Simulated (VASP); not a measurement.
The system is W2C3.

```
W C
1.0
     2.29434    1.32464    4.56606
    -2.29434    1.32464    4.56606
     0.00000   -2.64928    4.56606
W C
2 3
Direct
  0.00000 0.00000 0.00000
  0.50000 0.50000 0.50000
  0.00000 0.00000 0.50000
  0.50000 0.00000 0.00000
  0.00000 0.50000 0.00000
```

The cell was built by a generator and needn't be a form met in nature.

```yaml
Program: VASP 6.6.1
Task: relaxation of cell and atoms
Functional: PBE
Potentials_or_basis: VASP PAW PBE potentials, release 64 (W_sv, C)
Cutoff: 520 eV
k_mesh: 5 × 5 × 5
Occupations: gaussian, width 0.15 eV
Spin: no spin polarisation
```

At the start: pressure -40.6 GPa; volume 16.65 Å³/atom.

Problem. Where does the relaxation end?

Solution. Over 12 steps the energy falls by 1188.8 meV/atom and the volume is 11.32 Å³/atom (-32.0 %); space group R-3m (No. 166, to 0.05 Å).

The path:
| step | energy change (eV) | largest force (eV/Å) | pressure (GPa) | volume (Å³) |
| --- | --- | --- | --- | --- |
| 1 | 0.0000 | 0.0000 | -40.58 | 83.26 |
| 2 | 0.5431 | 0.0000 | 161.82 | 41.98 |
| 3 | -4.8626 | 0.0000 | -1.49 | 58.19 |
| 4 | -4.8827 | 0.0000 | 2.05 | 57.37 |
| 5 | -5.6806 | 0.0000 | 21.97 | 53.00 |
| 6 | -5.8199 | 0.0000 | 13.56 | 54.18 |
| 7 | -5.7502 | 0.0000 | -15.37 | 60.36 |
| 8 | -5.9415 | 0.0000 | -0.70 | 56.82 |
| 9 | -5.9416 | 0.0000 | -0.80 | 56.77 |
| 10 | -5.9119 | 0.0000 | 6.35 | 55.47 |
| 11 | -5.9415 | 0.0000 | -0.21 | 56.71 |
| 12 | -5.9440 | 0.0000 | 0.21 | 56.60 |

Final structure:
```
CELL_PARAMETERS angstrom
2.16324 1.24895 3.49167
-2.16324 1.24895 3.49167
0.00000 -2.49789 3.49167
ATOMIC_POSITIONS crystal
W 0.00000 0.00000 0.00000
W 0.50000 0.50000 0.50000
C 0.00000 0.00000 0.50000
C 0.50000 0.00000 0.00000
C 0.00000 0.50000 0.00000
```

Caveat: the volume moved by over 15 % at a fixed basis, so the end points are rough.
